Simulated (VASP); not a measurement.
Crystal: InSb2As3.

```
In Sb As
1.0
     4.27713    0.00000    0.00000
    -2.13856    3.70410    0.00000
     0.00000    0.00000   10.29200
In Sb As
1 2 3
Direct
  0.00000 0.00000 0.54868
  0.33333 0.66667 0.78294
  0.33333 0.66667 0.21570
  0.66667 0.33333 0.45919
  0.66667 0.33333 0.08861
  0.00000 0.00000 0.90497
```

The cell was built by a generator and needn't be a form met in nature.

```yaml
Program: VASP 6.6.1
Task: relaxation of cell and atoms
Functional: PBE
Potentials_or_basis: VASP PAW PBE potentials, release 64 (In_d, Sb, As)
Cutoff: 520 eV
k_mesh: 8 × 8 × 4
Occupations: gaussian, width 0.1 eV
Spin: no spin polarisation
```

At the start: pressure 0.2 GPa; volume 27.18 Å³/atom.

Where does the relaxation end?

Over 20 steps the energy falls by 28.0 meV/atom and the volume is 27.60 Å³/atom (+1.6 %); space group P3m1 (No. 156, to 0.05 Å).

Step by step:
| step | energy change (eV) | largest force (eV/Å) | pressure (GPa) | volume (Å³) |
| --- | --- | --- | --- | --- |
| 1 | 0.0000 | 0.5337 | 0.23 | 163.06 |
| 2 | -0.0869 | 0.2435 | -0.14 | 163.92 |
| 3 | -0.1383 | 0.2484 | -0.68 | 165.06 |
| 4 | -0.1528 | 0.2283 | 0.70 | 161.78 |
| 5 | -0.1538 | 0.2073 | 0.42 | 162.41 |
| 6 | -0.1630 | 0.0916 | 0.20 | 163.50 |
| 7 | -0.1654 | 0.0803 | 0.05 | 164.36 |
| 8 | -0.1654 | 0.0857 | 0.05 | 164.40 |
| 9 | -0.1660 | 0.0716 | 0.00 | 164.71 |
| 10 | -0.1670 | 0.0454 | -0.12 | 165.63 |
| 11 | -0.1674 | 0.0210 | -0.01 | 165.44 |
| 12 | -0.1675 | 0.0271 | 0.05 | 165.35 |
| 13 | -0.1676 | 0.0241 | 0.04 | 165.44 |
| 14 | -0.1677 | 0.0232 | 0.01 | 165.71 |
| 15 | -0.1678 | 0.0168 | -0.03 | 165.82 |
| 16 | -0.1678 | 0.0115 | -0.05 | 165.91 |
| 17 | -0.1679 | 0.0155 | 0.00 | 165.75 |
| 18 | -0.1679 | 0.0153 | 0.00 | 165.75 |
| 19 | -0.1679 | 0.0125 | 0.01 | 165.71 |
| 20 | -0.1679 | 0.0083 | 0.01 | 165.60 |

Final structure:
```
CELL_PARAMETERS angstrom
4.14187 0.00000 0.00000
-2.07094 3.58697 0.00000
0.00000 0.00000 11.14655
ATOMIC_POSITIONS crystal
In 0.00000 0.00000 0.54718
Sb 0.33333 0.66667 0.78127
Sb 0.33333 0.66667 0.21783
As 0.66667 0.33333 0.45552
As 0.66667 0.33333 0.08913
As 0.00000 0.00000 0.90917
```
